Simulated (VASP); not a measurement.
```
CELL_PARAMETERS angstrom
      0.00000     2.88341     2.88341
      2.88341     0.00000     2.88341
      2.88341     2.88341     0.00000
ATOMIC_POSITIONS crystal
  In 0.00000 0.00000 0.00000
  P  0.25000 0.25000 0.25000
```

Level of theory: AM05 GGA, VASP's PBE PAW potentials (set 64) (plane waves; VASP). Settings: 520 eV cut-off, 8×8×8 Γ-centred mesh, Gaussian smearing of 0.050 eV, potentials In_d P.

Unless said otherwise, spin-orbit coupling is left out, though it shifts the bands of the heavy elements here.

Estimate the energy per atom (σ→0), pressure, band gap (on the k-mesh) with the smallest direct gap where there is one.

```yaml
band gap (on the k-mesh): 0.97 eV
smallest direct gap (on the k-mesh): 0.97 eV
energy per atom (σ→0): -4.310 eV/atom
pressure: 4.62 GPa
```

The absolute energy has meaning only against runs of the same code, potentials and settings.

The compound is InP in the zinc blende structure. This cell is one point of a volume scan, at 0.94 of the reference volume.
